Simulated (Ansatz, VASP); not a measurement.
# Cross-check of Pd (linear Pd chain, spacing 2.395 A) between VASP and Ansatz

Wanted: the spread between two codes on one cell, functional and k mesh.

Program: Ansatz 0.2.0. Level of theory: plane waves, with VASP 6.6.1 beside it; single point at LDA, DFT+U. Results are calculated unless marked as measured.

## 1. Set-up

The cell holds 2 atoms: 2 Pd. Cell: a = 12.000 Å, b = 12.000 Å, c = 4.790 Å, α = 90.0°, β = 90.0°, γ = 90.0°. It derives from Pd (linear Pd chain, spacing 2.395 A), repeated 1×1×2. Model lattice. Vacuum lies along a and b. The structure's axis is c.

## 2. Ansatz: single point, LDA, DFT+U

Ansatz runs on its default PAW (the set named soft_2) files.

A single point gives forces, pressure and levels at one fixed geometry, so differences don't come from the geometry; what else differs is listed under the comparison.

Contents of input.yaml:

```yaml
crystal:
  lattice:
    - [12.0, 0.0, 0.0]
    - [0.0, 12.0, 0.0]
    - [0.0, 0.0, 4.79]
  atoms:
    - { symbol: Pd, position: [0.5, 0.5, 0.0], spin: 1.0 }
    - { symbol: Pd, position: [0.5, 0.5, 0.5], spin: 1.0 }
hamiltonian:
  xc: lda
  pseudopotentials: { kind: paw }
  hubbard: { sites: [{ species: Pd, l: d, u_eff: 2.0 }] }
magnetization:
  spin_polarized: true
kpoints:
  mp_grid: { grid: [1, 1, 9] }
scf:
  occupations: { method: methfessel_paxton, width: 0.1 }
  n_extra_bands: 7
output:
  forces: true
  eigenvalues: true
```

Launch:

```sh
$ ansatz run input.yaml --threads 2 --pin off --max-ram 4608MiB --backend cpu --events-out ev --progress --plain --runs-dir out
```

Numbers of over 12 decimals in the logs are rounded to 6 here.

Log:

```text
Pd: projections on atomic orbitals take those of the free atom [Ar 3d10] 4s2 4p6 4d10, of charge +0.00 (hamiltonian.pseudopotentials.projection_atoms); the dataset's partial waves leave at most 1.0e-5 of an orbital's norm unspanned inside its sphere
scf.n_extra_bands = 7 over 18 filled bands (N_el = 36.0): the run solves 25 bands
Engine: ansatz 0.2.0, x86_64-unknown-linux-gnu
Pseudopotentials: kind: paw
Pseudopotential: Pd, paw, valence charge 18, recommended cutoff 420 eV (normal), Pd.paw.azcp
Functional definition: SPW92
  exchange = slater_x
  correlation = pw_c
Crystal: 2 atoms, lattice volume = 689.760 Å³
Basis set: ecut = 420 eV, 13425 PW (Γ)
Bands: 25, of which v1, the nominal top of the filled ones, is band 18 counted from 1 (17 counted from 0)
Symmetry: 32 space group operations
Space group: P4/mmm (ITA 123), of the structure as read, at distance tolerance 8.8e-5 Å
Magnetic group: BNS 123.339 (UNI 999), of the structure as read, at distance tolerance 8.8e-5 Å
k-points: 5 of 9
Non-local potential: Pd, projectors of the file, l = 0: 2, l = 1: 2, l = 2: 2, l = 3: 1
PAW form: soft (Blöchl's): semilocal exchange-correlation on the pseudo side does not see the compensation charge
PAW frozen core: Pd, regenerated for the run's functional, and the local potential with it (the file was generated under x = pbe(κ = 0.804, μ = 0.219515), c = pbe(β = 0.066725))
PAW one-centre angular grid: Pd, 590 points (default); XC on 64 Gauss nodes
Initial density: superposition of atomic densities (neutral atoms: chi_scale 0, normalization atom)
Starting moments: Σ|m| = 2 μB on 2 of 2 sites
Initial wavefunctions: pseudopotential atomic-orbital guess
Functional: x = slater, c = lda
SCF iter   1: F=—  HF=-13683.061233 eV  |F-HF|=—  |Δ(HF+E_count)|=         —  Δρ=2.13e-2 (↑2.13e-2 ↓1.49e-2)  dr2=9.72e0  dr2_m=3.34e-1  M=1.355 μB ∫|m|=1.364 μB  β_m=0.30  ethr=3.10e-3  ⟨swp⟩=6.1  Hψ=1219  notcnv=0
preconditioner: auto → Resta (q_TF=auto, 1.668 Å⁻¹)  ε∞=2.5  [insulator: Δε(μ)=0.171 eV  Ē_g=5.162 eV  σ=0.100 eV  W_gap=0.81  n_scr=54 (ndim 8)  ℏωp=6.3 eV  f_vac=0.867  D(μ)=2.99/eV (n_scr^D=8)  ε∞_Penn≈2.5  vacuum switching on, ρ_ref=1.9e-3 e/Å³]
spin=Collinear: Resta preconditioning applied to the charge; magnetization (m = ρ↑ − ρ↓) channel mixes plain (no charge-response kernel on spin).
SCF iter   2: F=—  HF=-13681.473607 eV  |F-HF|=—  |Δ(HF+E_count)|=    1.59e0  S|Δr|=    0.00e0  Δρ=9.64e-3 (↑3.93e-3 ↓9.64e-3)  dr2=2.14e-1  dr2_m=2.08e-1  M=1.158 μB ∫|m|=1.164 μB  β_m=0.30  ethr=3.10e-3  ⟨swp⟩=3.0  Hψ=583  notcnv=1  defer=22
SCF iter   3: F=—  HF=-13681.452959 eV  |F-HF|=—  |Δ(HF+E_count)|=   2.06e-2  S|Δr|=    0.00e0  Δρ=6.08e-3 (↑3.27e-3 ↓6.08e-3)  dr2=7.57e-2  dr2_m=9.38e-2  M=1.275 μB ∫|m|=1.277 μB  β_m=0.30  ethr=5.93e-4  ⟨swp⟩=2.4  Hψ=427  notcnv=0  defer=26
SCF iter   4: F=—  HF=-13681.446692 eV  |F-HF|=—  |Δ(HF+E_count)|=   6.27e-3  S|Δr|=    0.00e0  Δρ=2.99e-3 (↑2.99e-3 ↓2.77e-3)  dr2=1.29e-3  dr2_m=5.20e-2  M=1.213 μB ∫|m|=1.219 μB  β_m=0.30  ethr=2.10e-4  ⟨swp⟩=2.5  Hψ=422  notcnv=0  defer=26
SCF iter   5: F=—  HF=-13681.457858 eV  |F-HF|=—  |Δ(HF+E_count)|=   1.12e-2  S|Δr|=    0.00e0  Δρ=2.08e-3 (↑2.08e-3 ↓1.92e-3)  dr2=1.04e-3  dr2_m=2.53e-2  M=1.246 μB ∫|m|=1.249 μB  β_m=1.00  ethr=3.57e-6  ⟨swp⟩=2.0  Hψ=325  notcnv=0  defer=26
SCF iter   6: F=—  HF=-13681.464637 eV  |F-HF|=—  |Δ(HF+E_count)|=   6.78e-3  S|Δr|=    0.00e0  Δρ=3.26e-4 (↑1.98e-4 ↓3.26e-4)  dr2=1.03e-3  dr2_m=1.37e-4  M=1.224 μB ∫|m|=1.230 μB  β_m=0.30  ethr=2.90e-6  ⟨swp⟩=2.3  Hψ=445  notcnv=0  defer=22
SCF iter   7: F=—  HF=-13681.467581 eV  |F-HF|=—  |Δ(HF+E_count)|=   2.94e-3  S|Δr|=    0.00e0  Δρ=3.50e-4 (↑1.12e-4 ↓3.50e-4)  dr2=6.23e-4  dr2_m=2.66e-4  M=1.272 μB ∫|m|=1.274 μB  β_m=1.00  ethr=2.85e-6  ⟨swp⟩=2.0  Hψ=319  notcnv=0  defer=22
SCF iter   8: F=—  HF=-13681.469780 eV  |F-HF|=—  |Δ(HF+E_count)|=   2.20e-3  S|Δr|=    0.00e0  Δρ=3.88e-4 (↑1.31e-4 ↓3.88e-4)  dr2=1.22e-3  dr2_m=1.84e-4  M=1.305 μB ∫|m|=1.306 μB  β_m=1.00  ethr=1.73e-6  ⟨swp⟩=1.5  Hψ=249  notcnv=0  defer=22
SCF iter   9: F=—  HF=-13681.471040 eV  |F-HF|=—  |Δ(HF+E_count)|=   1.26e-3  S|Δr|=    0.00e0  Δρ=2.06e-4 (↑9.08e-5 ↓2.06e-4)  dr2=3.83e-4  dr2_m=4.00e-5  M=1.321 μB ∫|m|=1.323 μB  β_m=1.00  ethr=1.73e-6  ⟨swp⟩=2.1  Hψ=336  notcnv=0  defer=22
SCF iter  10: F=—  HF=-13681.471950 eV  |F-HF|=—  |Δ(HF+E_count)|=   9.10e-4  S|Δr|=    0.00e0  Δρ=2.05e-4 (↑9.02e-5 ↓2.05e-4)  dr2=4.01e-4  dr2_m=3.56e-5  M=1.337 μB ∫|m|=1.338 μB  β_m=0.30  ethr=1.06e-6  ⟨swp⟩=1.5  Hψ=280  notcnv=0  defer=22
[...]
spin-set hold released at iteration 10 (site moments contracting): the magnetisation degrees of freedom join the quasi-Newton model from the next iteration; the mixer history was flushed
[...]
SCF 1 converged in 17 iterations: F = -13681.473380 eV  dr2 = 1.61e-11
  greatest PAW one-centre occupation: 0.998 electrons in one spin orbital (limit 2), on the Pd atom at site 1 (counted from 0), in its partial waves of l = 0
Initial density: read from a saved state, or passed on in memory by an earlier SCF of this step, an earlier step, the calling program or the single point that the run made first
Starting moments: Σ|m| = 2 μB on 2 of 2 sites; this step starts from the density that it was given
[...]
preconditioner: auto → Resta (q_TF=auto, 1.668 Å⁻¹)  ε∞=1.9  [insulator: Δε(μ)=0.128 eV  Ē_g=6.582 eV  σ=0.100 eV  W_gap=0.51  n_scr=54 (ndim 8)  ℏωp=6.3 eV  f_vac=0.858  D(μ)=2.29/eV (n_scr^D=8)  ε∞_Penn≈1.9  vacuum switching on, ρ_ref=3.1e-3 e/Å³]
spin=Collinear: Resta preconditioning applied to the charge; magnetization (m = ρ↑ − ρ↓) channel mixes plain (no charge-response kernel on spin).
[...]
SCF 2 converged in 6 iterations: F = -13681.479087 eV  dr2 = 3.80e-11
Symmetry: 16 space group operations
[...]
preconditioner: auto → none  [metal: Δε(μ)=0.023 eV  Ē_g=6.539 eV  σ=0.100 eV  W_gap=0.13  n_scr=54 (ndim 8)  ℏωp=6.3 eV  f_vac=0.858  D(μ)=3.42/eV (n_scr^D=8)]
[...]
SCF 3 converged in 7 iterations: F = -13681.479087 eV  dr2 = 1.57e-10
[...]
SCF iter   5: F=-13681.479087 eV  HF=-13681.479087 eV  |F-HF|=8.75e-10  |Δ(HF+E_count)|=   8.27e-8  Δρ=5.61e-7 (↑5.61e-7 ↓1.57e-7)  dr2=1.41e-9  dr2_m=4.81e-10  M=1.367 μB ∫|m|=1.368 μB  ethr=2.78e-10  ⟨swp⟩=1.0  Hψ=658  notcnv=0
SCF iter   6: F=-13681.479087 eV  HF=-13681.479087 eV  |F-HF|=8.28e-10  |Δ(HF+E_count)|=  1.16e-10  Δρ=5.56e-7 (↑5.56e-7 ↓1.60e-7)  dr2=1.37e-9  dr2_m=4.69e-10  M=1.367 μB ∫|m|=1.368 μB  ethr=3.92e-12  ⟨swp⟩=1.0  Hψ=906  notcnv=0
SCF 4 converged in 6 iterations: F = -13681.479087 eV  dr2 = 1.37e-9
iter 1 solved again at ethr=1.56e-6 eV; its pass at ethr=3.10e-3 eV (dr2=5.63e-4 eV) is discarded
SCF iter   1: F=—  HF=-13681.473231 eV  |F-HF|=—  |Δ(HF+E_count)|=         —  Δρ=2.93e-4 (↑1.18e-6 ↓2.93e-4)  dr2=6.42e-4  dr2_m=1.36e-4  M=1.367 μB ∫|m|=1.368 μB  β_m=0.30  ethr=1.56e-6  ⟨swp⟩=2.9  Hψ=1867  notcnv=0
preconditioner: auto → Resta (q_TF=auto, 1.668 Å⁻¹)  ε∞=1.9  [insulator: Δε(μ)=0.131 eV  Ē_g=6.561 eV  σ=0.100 eV  W_gap=0.61  n_scr=54 (ndim 8)  ℏωp=6.3 eV  f_vac=0.858  D(μ)=2.39/eV (n_scr^D=8)  ε∞_Penn≈1.9  vacuum switching on, ρ_ref=3.1e-3 e/Å³]
spin=Collinear: Resta preconditioning applied to the charge; magnetization (m = ρ↑ − ρ↓) channel mixes plain (no charge-response kernel on spin).
SCF iter   2: F=—  HF=-13681.473163 eV  |F-HF|=—  |Δ(HF+E_count)|=   6.84e-5  S|Δr|=    0.00e0  Δρ=1.82e-4 (↑7.22e-5 ↓1.82e-4)  dr2=1.15e-4  dr2_m=8.90e-5  M=1.368 μB ∫|m|=1.369 μB  β_m=0.46  ethr=1.56e-6  ⟨swp⟩=2.1  Hψ=344  notcnv=0
SCF iter   3: F=—  HF=-13681.473219 eV  |F-HF|=—  |Δ(HF+E_count)|=   5.62e-5  S|Δr|=    0.00e0  Δρ=6.68e-5 (↑4.51e-5 ↓6.68e-5)  dr2=6.40e-6  dr2_m=1.83e-5  M=1.367 μB ∫|m|=1.368 μB  β_m=0.58  ethr=3.18e-7  ⟨swp⟩=1.9  Hψ=322  notcnv=0
SCF iter   4: F=—  HF=-13681.473380 eV  |F-HF|=—  |Δ(HF+E_count)|=   1.61e-4  S|Δr|=    0.00e0  Δρ=1.05e-5 (↑1.05e-5 ↓6.68e-6)  dr2=3.82e-7  dr2_m=4.03e-7  M=1.366 μB ∫|m|=1.367 μB  β_m=0.74  ethr=1.78e-8  ⟨swp⟩=2.2  Hψ=382  notcnv=0
iter 5 did not close the SCF: its close was put off for a magnetic moment that had not settled (scf_convergence_deferred on its scf_iter line)
SCF iter   5: F=-13681.473380 eV  HF=-13681.473380 eV  |F-HF|=5.26e-8  |Δ(HF+E_count)|=   5.53e-7  S|Δr|=    0.00e0  Δρ=2.25e-6 (↑1.97e-6 ↓2.25e-6)  dr2=4.67e-9  dr2_m=2.69e-8  M=1.366 μB ∫|m|=1.366 μB  β_m=0.87  ethr=2.78e-10  ⟨swp⟩=9.5  Hψ=1122  notcnv=0
SCF iter   6: F=-13681.473380 eV  HF=-13681.473380 eV  |F-HF|=1.79e-9  |Δ(HF+E_count)|=   8.25e-8  S|Δr|=    0.00e0  Δρ=4.58e-7 (↑4.35e-7 ↓4.58e-7)  dr2=1.52e-10  dr2_m=1.16e-9  M=1.365 μB ∫|m|=1.366 μB  ethr=1.30e-11  ⟨swp⟩=1.4  Hψ=740  notcnv=0
SCF 5 converged in 6 iterations: F = -13681.473380 eV  dr2 = 1.52e-10
an SCF from another whole filling of 2 corrected shells (2 electrons), with 16 of the crystal's symmetry operations given up, reached no lower state that the run goes on to. This is no proof of a minimum. Whole fillings of corrected shells: 2 of 2 tried, 0 with no close
this state was not tested for a lower state beside it, because cold or Methfessel-Paxton smearing, or corrected tetrahedra, fill the levels in a way that the test cannot read (fill_not_monotonic; see scf.lower_state_search)
SCF converged after 17 iterations
Magnetization: 1.3653 μB (18.6826 up, 17.3174 down)
Absolute magnetization: 1.3662 μB (∫|ρ↑−ρ↓|, with the PAW one-centre terms)
Spin contamination: 0.0025 ħ² per cell (⟨S²⟩ above its minimum at these occupations)
Per-site moments (μB) at R_I (Å): [(0.566688, 0.9879375), (0.566688, 0.9879375)]
Free energy (F): -13681.473380 eV
Harris-Foulkes:  -13681.473380 eV  (|F-HF|=1.82e-11)
Internal energy: -13681.473631 eV  (E = F + TS)
E sigma→0 (E₀):  -13681.473443 eV
Entropy (-TS):   0.000250 eV (0.125 meV/atom)
Fermi energy:    -4.828980 eV
--- Per-component energies (eV) ---
  E_band       = -1123.926264
  E_kinetic    = 1031.035962
  E_local      = -15113.068001  (includes V_loc(G=0)·N_el)
  E_nonlocal   = 452.359716
  E_hartree    = 6803.554562
  E_xc         = -328.033246
  E_vxc        = -413.126750  (∫ρ·V_xc dr)
  E_hubbard    = 1.034846  (on-site DFT+U / exact-exchange correction)
  E_vhub       = -16.597696  (the Hubbard potential's part of the band-sum identity)
  E_paw        = -7250.713002  (= ΣΔE_a)
  E_vpaw       = -671.638484  (= ΣTr[D̂ρ^β])
  E_aug_tail   = 0.000404  (compensation charges beyond the density's cutoff)
  E_ewald      = 720.993660
  E_core_change = 1.361468  (= ΣΔE_core)
  E_smearing   = 0.000250  (= −TS)
  E_closure    = -0.000000  (closes the sum)
  Σ components = -13681.473380   (vs F -13681.473380, Δ=0.00e0)
--- Forces (eV/Å), atoms counted from 1 ---
  atom   1  Pd     0.00000000     0.00000000     0.00000000
  atom   2  Pd     0.00000000     0.00000000     0.00000000
  max |Σ_I F_I| component: 7.83e-28 eV/Å
--- Band table (eV; the first three rows and the last of 10) ---
  k-point 0 ↑: bands = [... 14 lower, -6.1438, -5.3994, -5.3143, -5.2541, -5.2541, -1.2999, -1.2999, 0.6580, ... 3 higher]
  k-point 1 ↑: bands = [... 14 lower, -6.1694, -5.4367, -5.4367, -5.4310, -5.3394, -1.1342, -1.1342, -0.0658, ... 3 higher]
  k-point 2 ↑: bands = [... 14 lower, -6.2421, -5.8957, -5.8957, -5.7830, -5.1562, -1.3823, -0.7067, -0.7067, ... 3 higher]
  k-point 4 ↓: bands = [... 14 lower, -6.3139, -6.1741, -6.1741, -6.1461, -4.1360, -3.4566, 0.6982, 0.6982, ... 3 higher]
Occupation matrices written to <dir>
```

The job ended after 73 s (2 threads of Intel Xeon Platinum 8488C (Sapphire Rapids), shared host; peak memory 0.84 GiB; 2.2 min of CPU time).

The column dr2 measures how far the density is from self-consistency, as an energy; F and HF (Harris–Foulkes) agree once it is small.

(Continued in part 2 of 2.)

[Lines on the potential files, build, host, timing and source positions are cut from VASP's logs without a mark.]

[Logs are printed without paths, hosts, clocks, repeated set-up lines and the standing remarks that a program may print on its own settings, such as how far it seeks lower states.]

[Hosts, paths, dates, database ids (printed as entryN), source tags and the programs' standing remarks are cut or masked in the printed files.]
